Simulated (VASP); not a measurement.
SnSe₂ (1T layered) relaxed at rising pressure, in one space group throughout; other phases were not tried. The pressures are those reached. Method: PBEsol GGA, VASP's PBE PAW potentials (set 64) (plane waves; VASP 6.6.1).

Without a dispersion term in the relaxation, distances and binding between the weakly bound layers, chains or molecules are unreliable, and so is what depends on them.

```json
[
 {"P (GPa)": "-0.08", "V (Å³/atom)": "25.997", "k-mesh": "7×7×4"},
 {"P (GPa)": "5.02", "V (Å³/atom)": "22.729", "k-mesh": "9×9×6"},
 {"P (GPa)": "10.09", "V (Å³/atom)": "21.372", "k-mesh": "10×10×6"},
 {"P (GPa)": "19.99", "V (Å³/atom)": "19.666", "k-mesh": "10×10×6"},
 {"P (GPa)": "30.02", "V (Å³/atom)": "18.427", "k-mesh": "10×10×6"}
]
```

A change of mesh leaves a small step in the series.

### Question
Fit an equation of state and predict the volume at 45.05 GPa.

### Answer
Least squares on the third-order Birch-Murnaghan form, P = (3B0/2)(y⁷ − y⁵)[1 + (3/4)(B′ − 4)(y² − 1)] with y = (V0/V)^(1/3), gives V0 = 25.744 Å³/atom, B0 = 27 GPa and B′ = 7.7, and so 17.256 Å³/atom. The run gave 17.110 Å³/atom, -0.8 % from the fit.

Pressures at which the relaxation failed are left out.

The compound is SnSe2 in the 1T layered structure.
